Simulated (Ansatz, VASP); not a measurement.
**Cross-check of TiC between VASP and Ansatz**

Aim: how closely do two programs agree when they are given the same cell, functional and k mesh? The cell is taken from a series of runs on this material, whose earlier steps may have relaxed, scaled, displaced or heated it; both programs get it as it stands.

Method: plane waves, with VASP 6.6.1 beside it; zone-centre phonons at LDA, in Ansatz 0.2.0.

### Step 1. The structure

The structure is orthorhombic, space group Immm (No. 71). The conventional cell has a = 2.922 Å, b = 3.042 Å, c = 4.280 Å, α = 90.00°, β = 90.00°, γ = 90.00°. Nearest to C lie 6 Ti at 2.11 to 2.14 Å. Nearest to Ti lie 6 C at 2.11 to 2.14 Å. Farther neighbours are not listed.

### Step 2. Ansatz: zone-centre phonons, LDA

Ansatz runs on its PAW soft_1 files.

Second derivatives magnify differences that forces hide, and they need a tight electronic threshold.

input.yaml reads:

```yaml
crystal:
  lattice:
    - [-0.0424110361, 2.1089120134, 2.1399934181]
    - [2.1089120134, -0.0424110361, 2.1399934181]
    - [2.0665009773, 2.0665009773, 0.0]
  atoms:
    - { symbol: C, position: [0.5, 0.5, 0.5] }
    - { symbol: Ti, position: [0.0, 0.0, 0.0] }
kpoints:
  mp_grid: { grid: [16, 16, 16] }
hamiltonian:
  xc: lda
  pseudopotentials: { kind: paw, azcp: { folder: soft_1 }, xc_functional: pbe }
scf:
  occupations: { method: methfessel_paxton, width: 0.2 }
output:
  eigenvalues: true
phonons:
  method: dfpt
```

Started as:

```
> ansatz run input.yaml --threads 4 --pin off --max-ram 10240MiB --backend cpu --events-out ev --progress --plain --runs-dir out
```

Numbers of over 12 decimals in the logs are rounded to 6 here.

Output:

```text
zone centre: on kpoints.mp_grid the ground state, and the responses unless they are solved on pairs of k-points, stand on 1098 of the mesh's 4096 k-points, reduced under 4 symmetry operations, with k and −k counted as one. Each operation leaves every solved displacement unchanged or reverses it
Engine: ansatz 0.2.0, x86_64-unknown-linux-gnu
Pseudopotentials: kind: paw
Pseudopotential: C, paw, valence charge 4, recommended cutoff 420 eV (normal), soft_1/C.paw.azcp
Pseudopotential: Ti, paw, valence charge 12, recommended cutoff 420 eV (normal), soft_1/Ti.paw.azcp
Functional definition: SPW92
  exchange = slater_x
  correlation = pw_c
Crystal: 2 atoms, lattice volume = 19.028 Å³
Basis set: ecut = 420 eV, 351 PW (Γ), exchange–correlation on 48×48×48 points (8 copies of the dense FFT grid, shifted against one another)
Bands: 12, of which v1, the nominal top of the filled ones, is band 8 counted from 1 (7 counted from 0)
Symmetry: 8 space group operations
k-points: 1098 of 4096 (irreducible under 4 space group operations)
Non-local potential: C, projectors of the file, l = 0: 2, l = 1: 2, l = 2: 1
Non-local potential: Ti, projectors of the file, l = 0: 3, l = 1: 2, l = 2: 3, l = 3: 1
PAW form: soft (Blöchl's): semilocal exchange-correlation on the pseudo side does not see the compensation charge
PAW frozen core: C, regenerated for the run's functional, and the local potential with it (the file was generated under x = pbe(κ = 0.804, μ = 0.219515), c = pbe(β = 0.066725))
PAW frozen core: Ti, regenerated for the run's functional, and the local potential with it (the file was generated under x = pbe(κ = 0.804, μ = 0.219515), c = pbe(β = 0.066725))
PAW one-centre angular grid: C, 110 points (default); XC on 64 Gauss nodes
PAW one-centre angular grid: Ti, 590 points (default); XC on 64 Gauss nodes
Initial density: superposition of atomic densities (chi_scale 0.1, normalization cell, long waves kept (reshape's long-wave potential 0.00 eV rms))
Initial wavefunctions: pseudopotential atomic-orbital guess
Functional: x = slater, c = lda
SCF iter   1: F=—  HF=-2696.213755 eV  |F-HF|=—  |Δ(HF+E_count)|=         —  Δρ=1.46e-1  dr2=5.11e0  ethr=3.10e-3  ⟨swp⟩=4.4  Hψ=64542  notcnv=0
preconditioner: auto → none  [metal: Δε(μ)=0.050 eV  Ē_g=20.462 eV  σ=0.200 eV  W_gap=0.21  n_scr=8 (ndim 8)  ℏωp=31.9 eV  f_vac=0.000  D(μ)=0.16/eV (n_scr^D=0)  sad-step TF]
SCF iter   2: F=—  HF=-2695.679183 eV  |F-HF|=—  |Δ(HF+E_count)|=   5.35e-1  S|Δr|=    0.00e0  Δρ=1.01e-1  dr2=2.52e0  ethr=3.10e-3  ⟨swp⟩=2.0  Hψ=25963  notcnv=0
SCF iter   3: F=—  HF=-2695.165924 eV  |F-HF|=—  |Δ(HF+E_count)|=   5.13e-1  S|Δr|=    0.00e0  Δρ=1.13e-2  dr2=1.60e-2  ethr=3.10e-3  ⟨swp⟩=2.7  Hψ=26614  notcnv=0
SCF iter   4: F=—  HF=-2695.160134 eV  |F-HF|=—  |Δ(HF+E_count)|=   5.79e-3  S|Δr|=    0.00e0  Δρ=1.45e-3  dr2=1.22e-4  ethr=1.00e-4  ⟨swp⟩=2.6  Hψ=32095  notcnv=0
SCF iter   5: F=—  HF=-2695.160330 eV  |F-HF|=—  |Δ(HF+E_count)|=   1.97e-4  S|Δr|=    0.00e0  Δρ=3.25e-4  dr2=1.35e-5  ethr=7.60e-7  ⟨swp⟩=2.0  Hψ=17524  notcnv=0
SCF iter   6: F=—  HF=-2695.160328 eV  |F-HF|=—  |Δ(HF+E_count)|=   2.26e-6  S|Δr|=    0.00e0  Δρ=2.11e-5  dr2=5.87e-8  ethr=8.43e-8  ⟨swp⟩=2.0  Hψ=20737  notcnv=0
SCF iter   7: F=—  HF=-2695.160329 eV  |F-HF|=—  |Δ(HF+E_count)|=   1.08e-6  S|Δr|=    0.00e0  Δρ=2.38e-6  dr2=8.12e-10  ethr=3.67e-10  ⟨swp⟩=2.9  Hψ=21566  notcnv=0
SCF iter   8: F=—  HF=-2695.160329 eV  |F-HF|=—  |Δ(HF+E_count)|=  2.92e-10  S|Δr|=    0.00e0  Δρ=3.57e-7  dr2=2.19e-11  ethr=5.08e-12  ⟨swp⟩=2.7  Hψ=21853  notcnv=0
SCF iter   9: F=-2695.160329 eV  HF=-2695.160329 eV  |F-HF|=4.55e-13  |Δ(HF+E_count)|=  1.00e-11  S|Δr|=    0.00e0  Δρ=3.05e-8  dr2=2.17e-13  ethr=1.00e-12  ⟨swp⟩=5.0  Hψ=47244  notcnv=0
SCF 1 converged in 9 iterations: F = -2695.160329 eV  dr2 = 2.17e-13
  greatest PAW one-centre occupation: 0.998 electrons in one spin orbital (limit 2), on the Ti atom at site 1 (counted from 0), in its partial waves of l = 0
DFPT response loops at Γ: preconditioner auto → Kerker (q_TF=auto, 2.651 Å⁻¹) (partly filled bands, converged f_vac=0.000); β = 1.00, the filter's whole step (`scf.mixing.beta` (0.50) is not read by the response loops under this deck's `scf.mixing.preconditioner`; to damp them name `kerker` or `kerker_dos`, under which they read `scf.mixing.beta`, and type it under 1.00, their step now; both keys bind the ground state too); Broyden in place of MSR1
SCF converged after 9 iterations
Stability not checked: this state was not tested for a lower state beside it, because cold or Methfessel-Paxton smearing, or corrected tetrahedra, fill the levels in a way that the test cannot read (fill_not_monotonic; see scf.lower_state_search)
Free energy (F): -2695.160329 eV
Harris-Foulkes:  -2695.160329 eV  (|F-HF|=4.55e-13)
Internal energy: -2695.160328 eV  (E = F + TS)
E sigma→0 (E₀):  -2695.160329 eV
Entropy (-TS):   -0.000001 eV (-0.001 meV/atom)
Fermi energy:    15.459281 eV
--- Per-component energies (eV) ---
  E_band       = -95.115022
  E_kinetic    = 369.786595
  E_local      = -795.147242  (includes V_loc(G=0)·N_el)
  E_nonlocal   = 88.878170
  E_hartree    = 314.842182
  E_xc         = -164.361658
  E_vxc        = -206.125566  (∫ρ·V_xc dr)
  E_paw        = -1085.593330  (= ΣΔE_a)
  E_vpaw       = -182.191281  (= ΣTr[D̂ρ^β])
  E_aug_tail   = -0.000073  (compensation charges beyond the density's cutoff)
  E_ewald      = -1423.953754
  E_core_change = 0.388783  (= ΣΔE_core)
  E_smearing   = -0.000001  (= −TS)
  E_closure    = -0.000000  (closes the sum)
  Σ components = -2695.160329   (vs F -2695.160329, Δ=0.00e0)
--- Band table (eV; the first three rows and the last of 1098) ---
  k-point 0: bands = [... 4 lower, 2.9428, 15.9481, 16.0135, 16.3740, 17.0958, 17.1808, 17.2715, 17.3984]
  k-point 1: bands = [... 4 lower, 3.0419, 15.7618, 15.7858, 15.9961, 16.4192, 16.5068, 17.5816, 18.3662]
  k-point 2: bands = [... 4 lower, 3.3326, 14.9032, 14.9984, 15.1640, 16.4466, 16.5811, 17.9087, 19.4993]
  k-point 1097: bands = [... 4 lower, 5.2346, 11.9303, 13.6023, 15.3185, 15.8699, 18.4443, 19.2693, 19.2698]
--- Phonons (Γ-DFPT): 4 representative perturbations + reference, on 1098 of 4096 k-points (Σ response iterations 12) ---
  k mesh reduced under 4 symmetry operations, with k and −k counted as one. Each operation leaves every solved displacement unchanged or reverses it
  ASR residual: 1.182e-5 → 0.000e0 eV/Å²; symmetrization residual: 7.153e-7 eV/Å²
  ASR residual per site (eV/Å²): 1.18e-5 1.15e-5
  Γ frequencies (cm⁻¹): 0.00 0.00 0.00 544.74 558.05 609.57
  non-analytic LO–TO correction: not included (Born effective charges unavailable; polar crystals: no LO–TO splitting at Γ)
```

[end of part 1 of 2]

[Lines on the potential files, build, host, timing and source positions are cut from VASP's logs without a mark.]

[Logs are printed without paths, hosts, clocks, repeated set-up lines and the standing remarks that a program may print on its own settings, such as how far it seeks lower states.]

[Hosts, paths, dates, database ids (printed as entryN), source tags and the programs' standing remarks are cut or masked in the printed files.]
